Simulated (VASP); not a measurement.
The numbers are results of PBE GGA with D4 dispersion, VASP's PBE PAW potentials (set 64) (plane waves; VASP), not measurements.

VASP input:

### POSCAR
```
CuAu
1.0
  2.8775044360   0.0000000000   0.0000000000
  0.0000000000   2.8775044360   0.0000000000
  0.0000000000   0.0000000000   3.5964240802
Cu Au
1 1
Cartesian
  0.0000000000   0.0000000000   0.0000000000
  1.4387522180   1.4387522180   1.7982120401
```

### INCAR
```
SYSTEM  =  CuAu
PREC  =  Accurate; ENCUT  =  520; LREAL  =  F
LASPH  =  T
EDIFF  =  1E-7; NELM  =  100; ALGO  =  Normal
LMAXMIX  =  6
ISMEAR  =  1; SIGMA  =  0.1
GGA  =  PE; IVDW  =  13
IBRION  =  2; NSW  =  30; ISIF  =  4
EDIFFG  =  -0.01
LWAVE  =  F; LCHARG  =  F
```

### KPOINTS
```
kpoints
0
gamma
  13 13 10
```

POTCAR, in this order: Cu Au (PBE.64 set). Program: vasp_std.

Output of the run:

File OUTCAR:
```
 ion  position               nearest neighbor table
   1  0.000  0.000  0.000-   2 2.72   2 2.72   2 2.72   2 2.72   2 2.72   2 2.72   2 2.72   2 2.72
  LATTYP: Found a simple tetragonal cell.
 ALAT       =     2.8775044360
 C/A-ratio  =     1.2498413678
 Subroutine PRICEL returns:
 Original cell was already a primitive cell.
 Subroutine GETGRP returns: Found 16 space group operations
The static configuration has the point symmetry D_4h.
The dynamic configuration has the point symmetry D_4h.
 Subroutine INISYM returns: Found 16 space group operations
 Subroutine IBZKPT returns following result:
 Found    168 irreducible k-points:

 Following reciprocal coordinates:
            Coordinates               Weight
  0.000000  0.000000  0.000000      1.000000
  0.076923  0.000000  0.000000      4.000000
  0.153846  0.000000  0.000000      4.000000
  0.230769  0.000000  0.000000      4.000000
  0.307692  0.000000  0.000000      4.000000
  0.384615  0.000000  0.000000      4.000000
  0.461538  0.000000  0.000000      4.000000
  0.076923  0.076923  0.000000      4.000000
  0.153846  0.076923  0.000000      8.000000
...
```

File OSZICAR:
```
       N       E                     dE             d eps       ncg     rms          rms(c)
DAV:   1     0.132143857595E+03    0.13214E+03   -0.11492E+04  5263   0.209E+03
DAV:   2    -0.321357221302E+01   -0.13536E+03   -0.12918E+03  5159   0.336E+02
DAV:   3    -0.797968240520E+01   -0.47661E+01   -0.46882E+01  6254   0.733E+01
DAV:   4    -0.803132222993E+01   -0.51640E-01   -0.51626E-01  5791   0.651E+00
DAV:   5    -0.803281892650E+01   -0.14967E-02   -0.14967E-02  7519   0.121E+00    0.111E+01
DAV:   6    -0.759855502559E+01    0.43426E+00   -0.93777E+00  5171   0.912E+01    0.559E+00
DAV:   7    -0.710205976616E+01    0.49650E+00   -0.33718E+00  6233   0.957E+01    0.533E+00
DAV:   8    -0.706560626810E+01    0.36453E-01   -0.22538E-01  7270   0.111E+01    0.274E+00
DAV:   9    -0.705805190925E+01    0.75544E-02   -0.36974E-02  7780   0.536E+00    0.243E-01
DAV:  10    -0.705713730853E+01    0.91460E-03   -0.72600E-03  7681   0.192E+00    0.102E-01
DAV:  11    -0.705713739385E+01   -0.85327E-07   -0.38626E-04  7166   0.643E-01    0.449E-02
DAV:  12    -0.705712199693E+01    0.15397E-04   -0.74035E-05  6331   0.302E-01    0.325E-03
DAV:  13    -0.705712182211E+01    0.17482E-06   -0.27915E-06  7847   0.309E-02    0.215E-03
DAV:  14    -0.705712181603E+01    0.60786E-08   -0.87666E-08  3332   0.647E-03
   1 F= -.82188904E+01 E0= -.82189713E+01  d E =-.821889E+01
       N       E                     dE             d eps       ncg     rms          rms(c)
DAV:   1    -0.705720932899E+01   -0.87507E-04   -0.44277E-03  5509   0.636E-01    0.600E-02
DAV:   2    -0.705715651998E+01    0.52809E-04   -0.66132E-05  7403   0.205E-01    0.353E-02
DAV:   3    -0.705713805365E+01    0.18466E-04   -0.75408E-05  6468   0.299E-01    0.247E-02
DAV:   4    -0.705712961031E+01    0.84433E-05   -0.37153E-05  6295   0.212E-01    0.474E-03
DAV:   5    -0.705712968939E+01   -0.79071E-07   -0.12427E-06  5379   0.115E-02    0.286E-03
DAV:   6    -0.705712968806E+01    0.13283E-08   -0.98600E-08  3346   0.862E-03
   2 F= -.82189219E+01 E0= -.82189845E+01  d E =-.314542E-04
       N       E                     dE             d eps       ncg     rms          rms(c)
DAV:   1    -0.705787397674E+01   -0.74429E-03   -0.39797E-02  5474   0.190E+00    0.180E-01
DAV:   2    -0.705739911101E+01    0.47487E-03   -0.59450E-04  7408   0.610E-01    0.106E-01
DAV:   3    -0.705723496929E+01    0.16414E-03   -0.67018E-04  6475   0.892E-01    0.738E-02
DAV:   4    -0.705715942892E+01    0.75540E-04   -0.33211E-04  6246   0.633E-01    0.145E-02
DAV:   5    -0.705716006136E+01   -0.63245E-06   -0.10961E-05  5500   0.356E-02    0.856E-03
DAV:   6    -0.705716005835E+01    0.30163E-08   -0.10136E-06  6767   0.250E-02    0.167E-03
DAV:   7    -0.705716004195E+01    0.16395E-07   -0.14817E-07  2919   0.138E-02
   3 F= -.82190200E+01 E0= -.82190156E+01  d E =-.129564E-03
       N       E                     dE             d eps       ncg     rms          rms(c)
DAV:   1    -0.706011964168E+01   -0.29596E-02   -0.15879E-01  5481   0.380E+00    0.358E-01
DAV:   2    -0.705823525399E+01    0.18844E-02   -0.23826E-03  7386   0.122E+00    0.211E-01
DAV:   3    -0.705760190928E+01    0.63334E-03   -0.27017E-03  6439   0.180E+00    0.149E-01
DAV:   4    -0.705729454100E+01    0.30737E-03   -0.13481E-03  6245   0.126E+00    0.300E-02
DAV:   5    -0.705729681409E+01   -0.22731E-05   -0.43901E-05  5738   0.748E-02    0.170E-02
DAV:   6    -0.705729677821E+01    0.35877E-07   -0.38558E-06  7315   0.490E-02    0.326E-03
DAV:   7    -0.705729671940E+01    0.58811E-07   -0.63524E-07  5708   0.267E-02
   4 F= -.82193118E+01 E0= -.82191459E+01  d E =-.421328E-03
       N       E                     dE             d eps       ncg     rms          rms(c)
DAV:   1    -0.706930917217E+01   -0.12012E-01   -0.63211E-01  5495   0.758E+00    0.712E-01
DAV:   2    -0.706189587541E+01    0.74133E-02   -0.95477E-03  7335   0.241E+00    0.421E-01
DAV:   3    -0.705948656177E+01    0.24093E-02   -0.10847E-02  6366   0.360E+00    0.301E-01
DAV:   4    -0.705823275703E+01    0.12538E-02   -0.55108E-03  6211   0.250E+00    0.611E-02
DAV:   5    -0.705824179773E+01   -0.90407E-05   -0.17753E-04  6073   0.159E-01    0.340E-02
DAV:   6    -0.705824161351E+01    0.18422E-06   -0.15831E-05  7409   0.978E-02    0.627E-03
DAV:   7    -0.705824129741E+01    0.31610E-06   -0.27001E-06  7311   0.539E-02    0.189E-03
DAV:   8    -0.705824129607E+01    0.13356E-08   -0.59793E-08  2933   0.337E-03
   5 F= -.82205203E+01 E0= -.82202512E+01  d E =-.162984E-02
       N       E                     dE             d eps       ncg     rms          rms(c)
DAV:   1    -0.710760294532E+01   -0.49362E-01   -0.25061E+00  5467   0.151E+01    0.143E+00
DAV:   2    -0.707721028693E+01    0.30393E-01   -0.40570E-02  7378   0.497E+00    0.851E-01
DAV:   3    -0.706677496231E+01    0.10435E-01   -0.43568E-02  6318   0.716E+00    0.607E-01
DAV:   4    -0.706143148230E+01    0.53435E-02   -0.23758E-02  6267   0.502E+00    0.106E-01
DAV:   5    -0.706148295297E+01   -0.51471E-04   -0.75576E-04  6029   0.329E-01    0.690E-02
DAV:   6    -0.706148420244E+01   -0.12495E-05   -0.77159E-05  7387   0.212E-01    0.152E-02
DAV:   7    -0.706148073783E+01    0.34646E-05   -0.17608E-05  7559   0.131E-01    0.372E-03
DAV:   8    -0.706148078358E+01   -0.45743E-07   -0.44166E-07  5381   0.802E-03
   6 F= -.82243628E+01 E0= -.82243784E+01  d E =-.547238E-02
       N       E                     dE             d eps       ncg     rms          rms(c)
DAV:   1    -0.725078209410E+01   -0.18930E+00   -0.98789E+00  5544   0.298E+01    0.289E+00
DAV:   2    -0.712181392122E+01    0.12897E+00   -0.18433E-01  7487   0.106E+01    0.172E+00
DAV:   3    -0.707789482366E+01    0.43919E-01   -0.17715E-01  6333   0.147E+01    0.124E+00
DAV:   4    -0.705477316026E+01    0.23122E-01   -0.10077E-01  6407   0.100E+01    0.220E-01
DAV:   5    -0.705490768534E+01   -0.13453E-03   -0.33793E-03  7495   0.927E-01    0.138E-01
DAV:   6    -0.705490541769E+01    0.22677E-05   -0.22956E-04  7556   0.356E-01    0.214E-02
DAV:   7    -0.705489821535E+01    0.72023E-05   -0.44582E-05  7245   0.218E-01    0.642E-03
DAV:   8    -0.705489818866E+01    0.26689E-07   -0.13117E-06  6769   0.156E-02    0.802E-04
DAV:   9    -0.705489818829E+01    0.37699E-09   -0.37140E-08  2968   0.473E-03
   7 F= -.82189596E+01 E0= -.82190713E+01  d E =-.691628E-04
       N       E                     dE             d eps       ncg     rms          rms(c)
DAV:   1    -0.718326888976E+01   -0.12837E+00   -0.63780E+00  5579   0.246E+01    0.231E+00
DAV:   2    -0.710491808754E+01    0.78351E-01   -0.13272E-01  7266   0.109E+01    0.141E+00
DAV:   3    -0.707935480505E+01    0.25563E-01   -0.14245E-01  6044   0.123E+01    0.105E+00
DAV:   4    -0.706150128696E+01    0.17854E-01   -0.62388E-02  6594   0.887E+00    0.170E-01
DAV:   5    -0.706169222046E+01   -0.19093E-03   -0.26258E-03  5444   0.523E-01    0.115E-01
DAV:   6    -0.706169995568E+01   -0.77352E-05   -0.24485E-04  7553   0.414E-01    0.330E-02
DAV:   7    -0.706168488977E+01    0.15066E-04   -0.79236E-05  6538   0.302E-01    0.639E-03
DAV:   8    -0.706168507874E+01   -0.18898E-06   -0.18378E-06  5946   0.154E-02    0.197E-03
DAV:   9    -0.706168507816E+01    0.58162E-09   -0.12041E-07  3311   0.936E-03
   8 F= -.82247968E+01 E0= -.82248566E+01  d E =-.590642E-02
```

**OUTCAR**
```
------------------------ aborting loop because EDIFF is reached ----------------------------------------
  Edisp (eV):   -1.16311
  FORCE on cell =-STRESS in cart. coord.  units (eV):
  Direction    XX          YY          ZZ          XY          YZ          ZX
  --------------------------------------------------------------------------------------
  Total      -0.81473    -0.81473    -0.80834     0.00000     0.00000     0.00000
  in kB     -43.83516   -43.83516   -43.49114     0.00000     0.00000     0.00000
  external pressure =      -43.72 kB  Pullay stress =        0.00 kB
  volume of cell :       29.78
      direct lattice vectors                 reciprocal lattice vectors
     2.822306042  0.000000000  0.000000000     0.354320185 -0.000000000  0.000000000
     0.000000000  2.822306042  0.000000000     0.000000000  0.354320185  0.000000000
    -0.000000000 -0.000000000  3.738476796     0.000000000 -0.000000000  0.267488620
 POSITION                                       TOTAL-FORCE (eV/Angst)
 -----------------------------------------------------------------------------------
      0.00000      0.00000      0.00000        -0.000000      0.000000      0.000000
      1.41115      1.41115      1.86924         0.000000     -0.000000      0.000000
 -----------------------------------------------------------------------------------
    total drift:                                0.000000      0.000000     -0.000000
  FREE ENERGIE OF THE ION-ELECTRON SYSTEM (eV)
  ---------------------------------------------------
  free  energy   TOTEN  =        -8.2247968440 eV

  energy  without entropy=       -8.2249759646  energy(sigma->0) =       -8.22485655

 reached required accuracy - stopping structural energy minimisation
```
(Selected blocks of OUTCAR.)

File CONTCAR:
```
CuAu
   1.00000000000000
     2.8223060422271349    0.0000000000000000    0.0000000000000000
     0.0000000000000000    2.8223060422271349    0.0000000000000004
    -0.0000000000000008   -0.0000000000000005    3.7384767961287682
  Cu              Au
     1     1
Direct
     0.0000000000000000    0.0000000000000000    0.0000000000000000
     0.5000000000000000    0.5000000000000000    0.5000000000000000
```

The compound is CuAu in the L1_0 structure. This cell is one point of a volume scan, at 1.03 of the reference volume. Symmetry was kept, so distortions that lower it aren't found.
